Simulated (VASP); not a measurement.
# AlSn (P-6m2) in VASP: a series of runs

The runs below take AlSn through equation of state, with PBEsol.

All numbers are computed with VASP 6.6.1; they aren't measurements. Logs are shortened: lines on timing, memory, paths and dates and some standing lists are left out, and cuts for length are marked.

## Step 1: The crystal as given

Symmetry: P-6m2, No. 187, hexagonal system. Conventional cell: a = 4.129 Å, b = 4.129 Å, c = 3.295 Å, α = 90.00°, β = 90.00°, γ = 120.00°. Sn (site symmetry -6m2) has 6 Al at 2.90 Å and 2 Sn at 3.30 Å as nearest neighbours. Around Al (site symmetry -6m2) lie 6 Sn at 2.90 Å and 2 Al at 3.30 Å.

The cell comes from a database or a generator and needn't be the stable form of this composition.

## Step 2: Equation of state, PBEsol, 23.36 Å³/atom (a relaxed cell with its volume scaled by 0.96)

INCAR reads:

```
SYSTEM = AlSn
ALGO = Normal ; EDIFF = 1E-7
ENCUT = 520 ; GGA = PS
ISIF = 2 ; ISMEAR = -1
LASPH = .TRUE. ; LCHARG = .FALSE.
LREAL = .FALSE. ; LWAVE = .FALSE.
NELM = 80 ; PREC = Accurate
SIGMA = 0.05
```

KPOINTS reads:

```
k-points
0
G
  6 6 8
  0 0 0
```

POSCAR reads:

```
AlSn                                    
1.0
    4.0732939304     -0.0000000000      0.0000000000
   -2.0366469652      3.5275760208     -0.0000000000
    0.0000000000     -0.0000000000      3.2508059171
  Sn              Al            
     1     1
Direct
     0.3333333332999970    0.6666666667000030    0.5000000000000000
     0.0000000000000000    0.0000000000000000    0.0000000000000000
```

Potentials or basis: VASP PAW PBE potentials, release 64 (Sn_d, Al).

The run is started by

```
cat potpaw_PBE.64/Sn_d/POTCAR potpaw_PBE.64/Al/POTCAR > POTCAR
mpirun -np 1 vasp_std > vasp.out
```

OUTCAR:

```text
SYSTEM = AlSn
   EDIFF = 1E-7
   ENCUT = 520
   GGA = PS
   ISIF = 2
   ISMEAR = -1
   LASPH = .TRUE.
   LREAL = .FALSE.
   NELM = 80
   PREC = Accurate

 ion  position               nearest neighbor table
   1  0.333  0.667  0.500-   2 2.86   2 2.86   2 2.86   2 2.86   2 2.86   2 2.86
   2  0.000  0.000  0.000-   1 2.86   1 2.86   1 2.86   1 2.86   1 2.86   1 2.86

  LATTYP: Found a hexagonal cell.
 ALAT       =     4.0732939304
 C/A-ratio  =     0.7980779125

  Lattice vectors:

 A1 = (   4.0732939304,   0.0000000000,   0.0000000000)
 A2 = (  -2.0366469652,   3.5275760208,   0.0000000000)
 A3 = (   0.0000000000,   0.0000000000,   3.2508059171)

Analysis of symmetry for initial positions (statically):
=====================================================================
 Subroutine PRICEL returns:
 Original cell was already a primitive cell.

 Routine SETGRP: Setting up the symmetry group for a
 hexagonal supercell.

 Subroutine GETGRP returns: Found 12 space group operations
 (whereof 12 operations were pure point group operations)
 out of a pool of 24 trial point group operations.

The static configuration has the point symmetry D_3h.

Analysis of symmetry for dynamics (positions and initial velocities):
=====================================================================
 Subroutine PRICEL returns:
 Original cell was already a primitive cell.

 Routine SETGRP: Setting up the symmetry group for a
 hexagonal supercell.

 Subroutine GETGRP returns: Found 12 space group operations
 (whereof 12 operations were pure point group operations)
 out of a pool of 24 trial point group operations.

The dynamic configuration has the point symmetry D_3h.

 Subroutine INISYM returns: Found 12 space group operations
 (whereof 12 operations are pure point group operations),
 and found     1 'primitive' translations

----------------------------------------------------------------------------------------

                                     Primitive cell

  volume of cell :      46.7104

  direct lattice vectors                    reciprocal lattice vectors
     4.073293930  0.000000000  0.000000000     0.245501557  0.141740390  0.000000000
    -2.036646965  3.527576021  0.000000000     0.000000000  0.283480779  0.000000000
     0.000000000  0.000000000  3.250805917     0.000000000  0.000000000  0.307616027

  length of vectors
     4.073293930  4.073293930  3.250805917     0.283480779  0.283480779  0.307616027

  position of ions in fractional coordinates (direct lattice)
     0.333333333  0.666666667  0.500000000
[... 88 lines left out ...]
   PSTRESS=    0.0 pullay stress
   NELECT =      17.0000    total number of electrons
   NUPDOWN=      -1.0000    fix difference up-down
   EMIN   =  10.00;   EMAX   =-10.00  energy-range for DOS
   EFERMI =   0.00;   METHOD = LEGACY
   ISMEAR =    -1;   SIGMA  =   0.05  broadening in eV -4-tet -1-fermi 0-gaus
   EFERMI_NEDOS =   21; number of points for ismear=-14 and -15
   IALGO  =     38    algorithm
   IMIX   =      4    mixing-type and parameters
     AMIX     =   0.40;   BMIX     =  1.00
     AMIX_MAG =   1.60;   BMIX_MAG =  1.00
  volume/ion in A,a.u.               =      23.36       157.61
  Fermi-wavevector in a.u.,A,eV,Ry     =   1.168836  2.208779 18.587960  1.366177
  Thomas-Fermi vector in A             =   2.305317
   LORBIT       =      0    0 simple, 1 ext, 2 COOP (PROOUT), +10 PAW based schemes
   GGA     = PS    functional components
   LHFCALC =     F    Hartree Fock is set to
   AEXX    =    0.0000 exact exchange contribution
   IVDW    =     0    specifies the selected vdW correction
   LEPSILON=     F    determine dielectric tensor
   LRPA    =     F    only Hartree local field effects (RPA)
 non-spin polarized calculation
  energy-cutoff  :      520.00
  volume of cell :       46.71
 maximum number of plane-waves:      1278
   NGX = 15   NGY = 15   NGZ = 13

 number of electron      17.0000001 magnetization

 Free energy of the ion-electron system (eV)
  ---------------------------------------------------
  ext. energy  EPLUGINS =         0.00000000
  ---------------------------------------------------
  free energy    TOTEN  =        -7.95345881 eV

  energy without entropy =       -7.94695414  energy(sigma->0) =       -7.95020648

 E-fermi :   7.0257     XC(G=0): -10.0117

 val. band max:        7.0255518997   @ k =   0.1667   0.1667   0.5000
 cond. band min:       7.0584437337   @ k =   0.3333   0.1667   0.5000
 fundamental gap:      0.0328918339
 Fermi energy:         7.0256675822

 k-point     1 :       0.0000    0.0000    0.0000
  band No.  band energies     occupation
      1     -14.2130      2.00000
      2     -14.0844      2.00000
      3     -14.0844      2.00000
      4     -14.0610      2.00000
      5     -14.0610      2.00000
      6      -3.8409      2.00000
      7       6.9785      1.43942
      8       6.9785      1.43942
      9       8.4213      0.00000
     10       9.6560      0.00000
     11      10.3942      0.00000
     12      10.3942      0.00000
[... 331 lines left out ...]
 k-point    24 :       0.3333    0.0000    0.3750
  band No.  band energies     occupation
      1     -14.1420      2.00000
      2     -14.1313      2.00000
      3     -14.0789      2.00000
      4     -14.0559      2.00000
      5     -14.0188      2.00000
      6      -0.6245      2.00000
      7       3.3168      2.00000
      8       3.9869      2.00000
      9       7.5766      0.00003
     10       7.7105      0.00000
     11       9.9701      0.00000
     12      11.2998      0.00000

 [... further k-points ...]

------------------------ aborting loop because EDIFF is reached ----------------------------------------

  FORCE on cell =-STRESS in cart. coord.  units (eV):
  Direction    XX          YY          ZZ          XY          YZ          ZX
  --------------------------------------------------------------------------------------
  -------------------------------------------------------------------------------------
  Total        0.6074153      0.6074153      0.9253392      0.0000000      0.0000000      0.0000000
  in kB       20.8345034     20.8345034     31.7393759      0.0000000      0.0000000      0.0000000
  external PRESSURE =      24.4694609 kB  Pullay stress =       0.0000000 kB

 VOLUME and BASIS-vectors are now :
 -----------------------------------------------------------------------------
  energy-cutoff  :      520.00
  volume of cell :       46.71
      direct lattice vectors                 reciprocal lattice vectors
     4.073293930  0.000000000  0.000000000     0.245501557  0.141740390  0.000000000
    -2.036646965  3.527576021  0.000000000     0.000000000  0.283480779  0.000000000
     0.000000000  0.000000000  3.250805917     0.000000000  0.000000000  0.307616027

 POSITION                                       TOTAL-FORCE (eV/Angst)
 -----------------------------------------------------------------------------------
     -0.00000      2.35172      1.62540         0.000000      0.000000      0.000000
      0.00000      0.00000      0.00000        -0.000000      0.000000      0.000000
 -----------------------------------------------------------------------------------
    total drift:                                0.000000     -0.000000     -0.000000

  FREE ENERGIE OF THE ION-ELECTRON SYSTEM (eV)
  ---------------------------------------------------
  free  energy   TOTEN  =        -7.9534588096 eV

  energy  without entropy=       -7.9469541450  energy(sigma->0) =       -7.95020648
```

OSZICAR:

```text
N       E                     dE             d eps       ncg     rms          rms(c)
DAV:   1     0.914709967405E+02    0.91471E+02   -0.83254E+03   840   0.170E+03
DAV:   2    -0.126767541647E+01   -0.92739E+02   -0.90129E+02   868   0.363E+02
DAV:   3    -0.783845682938E+01   -0.65708E+01   -0.63464E+01  1024   0.894E+01
DAV:   4    -0.801176628437E+01   -0.17331E+00   -0.17236E+00   992   0.154E+01
DAV:   5    -0.801977538559E+01   -0.80091E-02   -0.80087E-02  1208   0.329E+00    0.251E+00
DAV:   6    -0.797470288331E+01    0.45073E-01   -0.33100E-02  1056   0.331E+00    0.140E+00
DAV:   7    -0.795377815874E+01    0.20925E-01   -0.30593E-02  1036   0.276E+00    0.149E-01
DAV:   8    -0.795345405578E+01    0.32410E-03   -0.24607E-03  1028   0.799E-01    0.673E-02
DAV:   9    -0.795345933792E+01   -0.52821E-05   -0.93622E-05  1000   0.959E-02    0.922E-03
DAV:  10    -0.795345919500E+01    0.14293E-06   -0.46709E-06  1048   0.240E-02    0.604E-03
DAV:  11    -0.795345885594E+01    0.33906E-06   -0.64082E-07  1012   0.795E-03    0.109E-03
DAV:  12    -0.795345880957E+01    0.46378E-07   -0.47569E-08   592   0.285E-03
   1 F= -.79534588E+01 E0= -.79502065E+01  d E =-.650466E-02
```

stdout:

```text
POSCAR found type information on POSCAR SnAl
 POSCAR found :  2 types and       2 ions
 scaLAPACK will be used
 -----------------------------------------------------------------------------
|                                                                             |
|                                                                             |
|     You enforced a specific xc type in the INCAR file but a different       |
|     I HOPE YOU KNOW WHAT YOU ARE DOING!                                     |
|                                                                             |
 -----------------------------------------------------------------------------

 LDA part: xc-table for (Slater+PW92), standard interpolation
 POSCAR, INCAR and KPOINTS ok, starting setup
 FFT: planning ... GRIDC
 FFT: planning ... GRID_SOFT
 FFT: planning ... GRID
 WAVECAR not read
 entering main loop
```

It took 22 s on 1 thread of Intel Xeon Platinum 8488C (Sapphire Rapids), shared host; peak memory 0.16 GiB.

What came out:

```
Free energy            : -7.9535 eV
Pressure               : 2.4 GPa
Band gap on the k mesh : none (metal or under the smearing width)
```

Caveat: the PAW data sets were made with another functional, which shifts forces and pressure a little.

## Step 3: Equation of state, PBEsol, 23.84 Å³/atom (a relaxed cell with its volume scaled by 0.98)

INCAR is that of step 2.

KPOINTS is that of step 2.

POSCAR reads:

```
AlSn                                    
1.0
    4.1013865005     -0.0000000000      0.0000000000
   -2.0506932502      3.5519049001     -0.0000000000
    0.0000000000     -0.0000000000      3.2732259767
  Sn              Al            
     1     1
Direct
     0.3333333332999970    0.6666666667000030    0.5000000000000000
     0.0000000000000000    0.0000000000000000    0.0000000000000000
```

Potentials or basis: VASP PAW PBE potentials, release 64 (Sn_d, Al).

The run is started by

```
cat potpaw_PBE.64/Sn_d/POTCAR potpaw_PBE.64/Al/POTCAR > POTCAR
mpirun -np 1 vasp_std > vasp.out
```

It took 24 s on 1 thread of Intel Xeon Platinum 8488C (Sapphire Rapids), shared host; peak memory 0.17 GiB.

It converged, with:

```
Free energy            : -7.9645 eV
Pressure               : 1.1 GPa
Band gap on the k mesh : none (metal or under the smearing width)
```

Caveat: the PAW data sets were made with another functional, which shifts forces and pressure a little.

## Step 4: Equation of state, PBEsol, 24.33 Å³/atom

INCAR is that of step 3.

KPOINTS is that of step 3.

POSCAR reads:

```
AlSn                                    
1.0
    4.1290994121     -0.0000000000      0.0000000000
   -2.0645497060      3.5759049855     -0.0000000000
    0.0000000000     -0.0000000000      3.2953430393
  Sn              Al            
     1     1
Direct
     0.3333333332999970    0.6666666667000030    0.5000000000000000
     0.0000000000000000    0.0000000000000000    0.0000000000000000
```

The run is started by

```
cat potpaw_PBE.64/Sn_d/POTCAR potpaw_PBE.64/Al/POTCAR > POTCAR
mpirun -np 1 vasp_std > vasp.out
```

It took 21 s on 1 thread of Intel Xeon Platinum 8488C (Sapphire Rapids), shared host; peak memory 0.18 GiB.

Results (log left out):

```
Free energy            : -7.9681 eV
Pressure               : 0.0 GPa
Band gap on the k mesh : none (metal or under the smearing width)
```

Caveat: the PAW data sets were made with another functional, which shifts forces and pressure a little.

## Step 5: Equation of state, PBEsol, 24.81 Å³/atom (a relaxed cell with its volume scaled by 1.02)

INCAR is that of step 4.

KPOINTS is that of step 4.

POSCAR reads:

```
AlSn                                    
1.0
    4.1564452382     -0.0000000000      0.0000000000
   -2.0782226191      3.5995871657     -0.0000000000
    0.0000000000     -0.0000000000      3.3171671392
  Sn              Al            
     1     1
Direct
     0.3333333332999970    0.6666666667000030    0.5000000000000000
     0.0000000000000000    0.0000000000000000    0.0000000000000000
```

The run is started by

```
cat potpaw_PBE.64/Sn_d/POTCAR potpaw_PBE.64/Al/POTCAR > POTCAR
mpirun -np 1 vasp_std > vasp.out
```

Run time: 17 s. Hardware: 1 thread of Intel Xeon Platinum 8488C (Sapphire Rapids), shared host; peak memory 0.17 GiB.

Results (log left out):

- Free energy: -7.9648 eV
- Pressure: -1.1 GPa
- Band gap on the k mesh: none (metal or under the smearing width)

Caveat: the PAW data sets were made with another functional, which shifts forces and pressure a little.

## Step 6: Equation of state, PBEsol, 25.30 Å³/atom (a relaxed cell with its volume scaled by 1.04)

INCAR is that of step 5.

KPOINTS is that of step 5.

POSCAR reads:

```
AlSn                                    
1.0
    4.1834358986     -0.0000000000      0.0000000000
   -2.0917179493      3.6229617633     -0.0000000000
    0.0000000000     -0.0000000000      3.3387077891
  Sn              Al            
     1     1
Direct
     0.3333333332999970    0.6666666667000030    0.5000000000000000
     0.0000000000000000    0.0000000000000000    0.0000000000000000
```

Potentials or basis: VASP PAW PBE potentials, release 64 (Sn_d, Al).

The run is started by

```
cat potpaw_PBE.64/Sn_d/POTCAR potpaw_PBE.64/Al/POTCAR > POTCAR
mpirun -np 1 vasp_std > vasp.out
```

Run time: 22 s. Hardware: 1 thread of Intel Xeon Platinum 8488C (Sapphire Rapids), shared host; peak memory 0.17 GiB.

The run converged. Its results:

```yaml
Free_energy: -7.9555 eV
Pressure: -2.0 GPa
Band_gap_on_the_k_mesh: none (metal or under the smearing width)
```

Caveat: the PAW data sets were made with another functional, which shifts forces and pressure a little.

## Step 7: Equation of state, PBEsol

Potentials or basis: VASP PAW PBE potentials, release 64 (Sn_d, Al).

This step only gathers the single runs of the series.

Results:

| Item | Value |
| --- | --- |
| Equilibrium volume | 24.33 Å³/atom |
| Bulk modulus at fixed shape and positions | 56 GPa |
| Pressure derivative of the bulk modulus | 4.2 (rough: it moves with the points fitted) |

Energy against volume, from the lowest point:
```
volume (Å³/atom)  energy (meV/atom)
          23.355               7.31
          23.842               1.78
          24.328               0.00
          24.815               1.62
          25.301               6.28
```

Caveat: the cell was scaled at fixed shape and fractional positions, which overstates the stiffness of a crystal with free parameters, most of all of layers and chains; the PAW data sets were made with another functional, which shifts forces and pressure a little.
